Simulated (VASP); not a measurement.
```
SrTe
1.0
    0.00000     3.68531     3.68531
    3.68531     0.00000     3.68531
    3.68531     3.68531     0.00000
Sr Te
1 1
Cartesian
  0.00000   0.00000   0.00000
  1.84265   1.84265   1.84265
```

The numbers are results of PBEsol GGA, VASP's PBE PAW potentials (set 64) (plane waves; VASP), not measurements. Settings: 500 eV cut-off, 6×6×6 Γ-centred mesh, Gaussian smearing of 0.050 eV, potentials Sr_sv Te.

Energy and stress use the plane-wave basis of the starting cell.

The ions, cell shape and volume at an external pressure of 5.0 GPa are relaxed. What does this cell relax into?

```
SrTe
1.0
    0.00000     3.49624     3.49624
    3.49624     0.00000     3.49624
    3.49624     3.49624     0.00000
Sr Te
1 1
Cartesian
  0.00000   0.00000   0.00000
  1.74812   1.74812   1.74812
```
Space group F-43m (216), at a tolerance of 0.03 Å.

How do energy and volume change from the first to the last step?

The energy (σ→0) changes by +99.8 meV/atom and the volume by -14.6 %, in 3 ionic steps.

```
step  E(σ→0) (eV)  max force (eV/Å)  pressure (GPa)  volume (Å³)
----  -----------  ----------------  --------------  -----------
1         -8.1521             0.000            0.00       100.10
2         -7.6872             0.000            8.64        79.14
3         -7.9524             0.000            4.99        85.47
```

The structure was generated: SrTe was put into the zinc blende type (F-43m), which need not be its known phase. This run relaxes it under an external pressure of 5 GPa. Symmetry was kept, so distortions that lower it aren't found.
